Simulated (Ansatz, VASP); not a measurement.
# One calculation of RuSe, two programs

INCAR

```
SYSTEM = RuSe
PREC = Accurate
ENCUT = 600
EDIFF = 1E-7
ISMEAR = -1
SIGMA = 0.05
LREAL = .FALSE.
LASPH = .TRUE.
NELM = 80
ALGO = Normal
ISIF = 3
LWAVE = .FALSE.
LCHARG = .FALSE.
GGA = RP
IBRION = 2
NSW = 40
EDIFFG = -0.01
```

The input KPOINTS:

```
regular mesh
0
G
  8 8 8
  0 0 0
```

The input POSCAR:

```
RuSe
1.0
    3.1876923100      0.0000000000      0.0000000000
    0.0000000000      3.1876923100      0.0000000000
    0.0000000000      0.0000000000      3.1876923100
Ru Se
1 1
Direct
    0.0000000000      0.0000000000      0.0000000000
    0.5000000000      0.5000000000      0.5000000000
```

Contents of input.yaml:

```yaml
crystal:
  lattice:
    - [3.18769231, 0.0, 0.0]
    - [0.0, 3.18769231, 0.0]
    - [0.0, 0.0, 3.18769231]
  atoms:
    - { symbol: Ru, position: [0.0, 0.0, 0.0] }
    - { symbol: Se, position: [0.5, 0.5, 0.5] }
hamiltonian:
  xc: rpbe
  pseudopotentials: { kind: paw }
kpoints:
  mp_grid: { grid: [8, 8, 8] }
scf:
  occupations: { method: fermi_dirac, width: 0.05 }
output:
  forces: true
  stress: true
  eigenvalues: true
  write_density: true
  write_potential: true
  elf: true
  volumetric_format: npy
relax:
  f_tol: 0.01
  max_steps: 40
  cell: { stress_tol: 0.05 }
```

The cell comes from a database or a generator and needn't be the stable form of this composition.

Alike in both runs: task relaxation of cell and atoms; functional RPBE; k mesh 8 × 8 × 8; occupations fermi-dirac, width 0.05 eV; no spin polarisation.

|  | VASP | Ansatz |
| --- | --- | --- |
| version | VASP 6.6.1 | Ansatz 0.2.0 |
| potentials or method | VASP PAW PBE potentials, release 64 (Ru_pv, Se) | Ansatz PAW |
| plane-wave cutoff (eV) | 600 | 420 |
| valence electrons in the cell | 20 | 32 |

|  | VASP | Ansatz | Ansatz less VASP |
| --- | --- | --- | --- |
| gap on the k mesh at the Fermi level, each at its own relaxed structure (eV) | none | none | - |
| relaxed volume (Å³/atom) | 15.59 | 15.59 | -0.006 |
| relaxed cell length with the largest relative difference (Å) | 3.148 | 3.147 | -0.0004 |
| energy change over the relaxation (meV/atom) | -11 | -11 | +0.1 |

A gap of «none» marks a metal or a gap that the smearing closes. The two sets of potentials don't hold the same shells in valence.

Caveats: the PAW data sets were made with another functional, which shifts forces and pressure a little (VASP); the plane-wave basis is chosen anew once the cell has moved, so the energies of steps on either side of that aren't comparable (Ansatz); the PAW data sets come from PBE, with cores solved anew for the run's functional, which leaves a small shift of forces and pressure (Ansatz).
